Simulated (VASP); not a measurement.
BN (zinc blende) is relaxed at rising pressure, each step from the one before. Symmetry mostly holds the structure type, and other phases were not tried. The mesh follows the cell, and a change of mesh leaves a small step in the series.

```cif
data_BN
_chemical_formula_sum 'B1 N1'
_space_group_name_H-M_alt 'P 1'
_space_group_IT_number 1
_cell_length_a 2.53398
_cell_length_b 2.53398
_cell_length_c 2.53398
_cell_angle_alpha 60.000
_cell_angle_beta 60.000
_cell_angle_gamma 60.000
loop_
_space_group_symop_operation_xyz
  'x, y, z'
loop_
_atom_site_label
_atom_site_type_symbol
_atom_site_fract_x
_atom_site_fract_y
_atom_site_fract_z
_atom_site_occupancy
B1 B 0.00000 0.00000 0.00000 1
N1 N 0.25000 0.25000 0.25000 1
```

Calculation: LDA (Ceperley-Alder, Perdew-Zunger), VASP's LDA PAW potentials (set 64) (plane waves; VASP). Run with 620 eV cut-off, 13×13×13 Γ-centred mesh, Gaussian smearing of 0.050 eV, potentials B N.

```json
[
 {"P (GPa)": "0", "V (Å³/atom)": "5.75", "H − H(0) (eV/atom)": "0.000", "space group": "F-43m", "k-mesh": "13×13×13"},
 {"P (GPa)": "5", "V (Å³/atom)": "(withheld)", "H − H(0) (eV/atom)": "(withheld)", "space group": "F-43m", "k-mesh": "13×13×13"},
 {"P (GPa)": "10", "V (Å³/atom)": "(withheld)", "H − H(0) (eV/atom)": "(withheld)", "space group": "F-43m", "k-mesh": "13×13×13"},
 {"P (GPa)": "20", "V (Å³/atom)": "5.49", "H − H(0) (eV/atom)": "0.702", "space group": "F-43m", "k-mesh": "13×13×13"},
 {"P (GPa)": "30", "V (Å³/atom)": "5.38", "H − H(0) (eV/atom)": "1.041", "space group": "F-43m", "k-mesh": "13×13×13"},
 {"P (GPa)": "45", "V (Å³/atom)": "5.23", "H − H(0) (eV/atom)": "1.538", "space group": "F-43m", "k-mesh": "13×13×13"}
]
```

Task: Some entries are withheld; supply them.

Result: 
- 5, V (Å³/atom): 5.68
- 5, H − H(0) (eV/atom): 0.178
- 10, V (Å³/atom): 5.61
- 10, H − H(0) (eV/atom): 0.355

Pressures at which the relaxation failed are left out.

The compound is BN in the zinc blende structure.
